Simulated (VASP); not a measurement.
The system is LaTe.

```
La Te
1.0
     0.00000    3.21500    3.21500
     3.21500    0.00000    3.21500
     3.21500    3.21500    0.00000
La Te
1 1
Direct
  0.00000 0.00000 0.00000
  0.50000 0.50000 0.50000
```

The cell was built by a generator and needn't be a form met in nature.

| Property | Result |
| --- | --- |
| Program | VASP 6.6.1 |
| Task | relaxation of cell and atoms |
| Functional | LDA |
| Potentials or basis | VASP PAW LDA potentials, release 64 (La, Te) |
| Cutoff | 600 eV |
| k mesh | 4 × 4 × 4 |
| Occupations | gaussian, width 0.2 eV |
| Spin | no spin polarisation |

At the start: pressure -2.4 GPa; volume 33.23 Å³/atom.

Where does the relaxation end?

Over 3 steps the energy falls by 10.1 meV/atom and the volume is 31.94 Å³/atom (-3.9 %); space group Fm-3m (No. 225, to 0.05 Å).

Step by step:
| step | energy change (eV) | largest force (eV/Å) | pressure (GPa) | volume (Å³) |
| --- | --- | --- | --- | --- |
| 1 | 0.0000 | 0.0000 | -2.40 | 66.46 |
| 2 | -0.0054 | 0.0000 | 2.34 | 61.79 |
| 3 | -0.0201 | 0.0000 | -0.01 | 63.88 |

Final structure:
```cif
data_structure
_symmetry_space_group_name_H-M 'P 1'
_symmetry_Int_Tables_number 1
_cell_length_a 4.4870
_cell_length_b 4.4870
_cell_length_c 4.4870
_cell_angle_alpha 60.000
_cell_angle_beta 60.000
_cell_angle_gamma 60.000
_cell_volume 63.88
loop_
_atom_site_label
_atom_site_type_symbol
_atom_site_fract_x
_atom_site_fract_y
_atom_site_fract_z
_atom_site_occupancy
La1 La 0.00000 0.00000 0.00000 1
Te1 Te 0.50000 0.50000 0.50000 1
```

Caveat: the k mesh is coarse (spacing up to 0.42 Å⁻¹), so the values aren't converged.
